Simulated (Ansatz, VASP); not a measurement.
Ca7BeF16 (a cell with a defect) (Fluorite): VASP beside Ansatz

Contents of INCAR:

```
SYSTEM = Ca7BeF16
  PREC = Accurate
  ENCUT = 520
  EDIFF = 1E-8
  ISMEAR = -1
  SIGMA = 0.01
  LREAL = Auto
  LASPH = .TRUE.
  NELM = 60
  ALGO = Fast
  ISIF = 2
  LWAVE = .FALSE.
  LCHARG = .FALSE.
  GGA = PE
  LEFG = .TRUE.
  NBANDS = 110
```

KPOINTS

```
Automatic mesh
0
G
  3 3 3
  0 0 0
```

File POSCAR:

```
Ca7BeF16
1.0
    0.0000000000      5.4620000000      5.4620000000
    5.4620000000      0.0000000000      5.4620000000
    5.4620000000      5.4620000000      0.0000000000
Be Ca F
1 7 16
Direct
    0.0000000000      0.0000000000      0.0000000000
    0.0000000000      0.0000000000      0.5000000000
    0.0000000000      0.5000000000      0.0000000000
    0.0000000000      0.5000000000      0.5000000000
    0.5000000000      0.0000000000      0.0000000000
    0.5000000000      0.0000000000      0.5000000000
    0.5000000000      0.5000000000      0.0000000000
    0.5000000000      0.5000000000      0.5000000000
    0.1250000000      0.1250000000      0.1250000000
    0.1250000000      0.1250000000      0.6250000000
    0.1250000000      0.6250000000      0.1250000000
    0.1250000000      0.6250000000      0.6250000000
    0.6250000000      0.1250000000      0.1250000000
    0.6250000000      0.1250000000      0.6250000000
    0.6250000000      0.6250000000      0.1250000000
    0.6250000000      0.6250000000      0.6250000000
    0.3750000000      0.3750000000      0.3750000000
    0.3750000000      0.3750000000      0.8750000000
    0.3750000000      0.8750000000      0.3750000000
    0.3750000000      0.8750000000      0.8750000000
    0.8750000000      0.3750000000      0.3750000000
    0.8750000000      0.3750000000      0.8750000000
    0.8750000000      0.8750000000      0.3750000000
    0.8750000000      0.8750000000      0.8750000000
```

Input for Ansatz:

```yaml
crystal:
  lattice:
    - [0.0, 5.462, 5.462]
    - [5.462, 0.0, 5.462]
    - [5.462, 5.462, 0.0]
  atoms:
    - { symbol: Be, position: [0.0, 0.0, 0.0] }
    - { symbol: Ca, position: [0.0, 0.0, 0.5] }
    - { symbol: Ca, position: [0.0, 0.5, 0.0] }
    - { symbol: Ca, position: [0.0, 0.5, 0.5] }
    - { symbol: Ca, position: [0.5, 0.0, 0.0] }
    - { symbol: Ca, position: [0.5, 0.0, 0.5] }
    - { symbol: Ca, position: [0.5, 0.5, 0.0] }
    - { symbol: Ca, position: [0.5, 0.5, 0.5] }
    - { symbol: F, position: [0.125, 0.125, 0.125] }
    - { symbol: F, position: [0.125, 0.125, 0.625] }
    - { symbol: F, position: [0.125, 0.625, 0.125] }
    - { symbol: F, position: [0.125, 0.625, 0.625] }
    - { symbol: F, position: [0.625, 0.125, 0.125] }
    - { symbol: F, position: [0.625, 0.125, 0.625] }
    - { symbol: F, position: [0.625, 0.625, 0.125] }
    - { symbol: F, position: [0.625, 0.625, 0.625] }
    - { symbol: F, position: [0.375, 0.375, 0.375] }
    - { symbol: F, position: [0.375, 0.375, 0.875] }
    - { symbol: F, position: [0.375, 0.875, 0.375] }
    - { symbol: F, position: [0.375, 0.875, 0.875] }
    - { symbol: F, position: [0.875, 0.375, 0.375] }
    - { symbol: F, position: [0.875, 0.375, 0.875] }
    - { symbol: F, position: [0.875, 0.875, 0.375] }
    - { symbol: F, position: [0.875, 0.875, 0.875] }
kpoints:
  mp_grid: { grid: [3, 3, 3] }
scf:
  occupations: { method: fermi_dirac, width: 0.01 }
  mixing: { preconditioner: resta }
hamiltonian:
  xc: pbe
  pseudopotentials: { kind: paw }
output:
  forces: true
  stress: true
  populations: true
  efg:
    quadrupole_moments_barn: { Be: 0.05288, Ca: -0.0408 }
    contact_densities: true
accuracy: medium
```

Alike in both runs: task electric field gradients; functional PBE; k mesh 3 × 3 × 3; occupations fermi-dirac, width 0.01 eV; no spin polarisation.

|  | VASP | Ansatz |
| --- | --- | --- |
| version | VASP 6.6.1 | Ansatz 0.2.0 |
| potentials or method | VASP PAW PBE potentials, release 64 (Be, Ca_sv, F) | plane-wave PAW, scalar-relativistic |
| plane-wave cutoff (eV) | 520 | 420 |
| valence electrons in the cell | 184 | 184 |

```csv
,VASP,Ansatz,Ansatz less VASP
gap on the k mesh at the Fermi level (eV),5.01,5.02,+0.014
pressure (GPa),-1.0,-1.3,-0.23
rms of the force components (eV/Å),0.336,0.329,-0.0072
Vzz of the field gradient on the site that differs most (V/Å²),41.8,40.5,-1.23
```

Atom by atom the forces differ by 0.007 eV/Å (rms over components).

Expect the measured gap to be larger: semilocal functionals such as PBE lack the derivative discontinuity.
